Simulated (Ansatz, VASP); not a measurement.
# Al3BP2: VASP beside Ansatz

```
CELL_PARAMETERS angstrom
3.10234 1.79114 2.75852
-3.10234 1.79114 2.75852
0.00000 -3.58228 2.75852
ATOMIC_POSITIONS crystal
Al 0.00000 0.50000 0.50000
Al 0.50000 0.50000 0.00000
Al 0.50000 0.00000 0.50000
B 0.50000 0.50000 0.50000
P 0.12979 0.12979 0.12979
P 0.87021 0.87021 0.87021
```

Change from the starting cell: species swapped into the Eu2Al3Ag type (R-3m, No. 166).

Alike in both runs: functional PBE; k mesh 6 × 6 × 6; occupations gaussian, width 0.1 eV; no spin polarisation.

Ansatz relaxed the structure, and its values are those at the end. VASP's run is a single point on that final structure, the one shown.

|  | VASP | Ansatz |
| --- | --- | --- |
| version | VASP 6.6.1 | Ansatz 0.2.0 |
| potentials or method | VASP PAW PBE potentials, release 64 (Al, B, P) | scalar-relativistic, plane waves, PAW |
| plane-wave cutoff (eV) | 520 | 420 |
| valence electrons in the cell | 22 | 22 |

|  | VASP | Ansatz | Ansatz less VASP |
| --- | --- | --- | --- |
| gap on the k mesh at the Fermi level (eV) | none | none | - |
| pressure (GPa) | 0.0 | 0.1 | +0.10 |
| rms of the force components (eV/Å) | 0.011 | 0.005 | -0.0057 |

A gap of «none» marks a metal or a gap that the smearing closes.
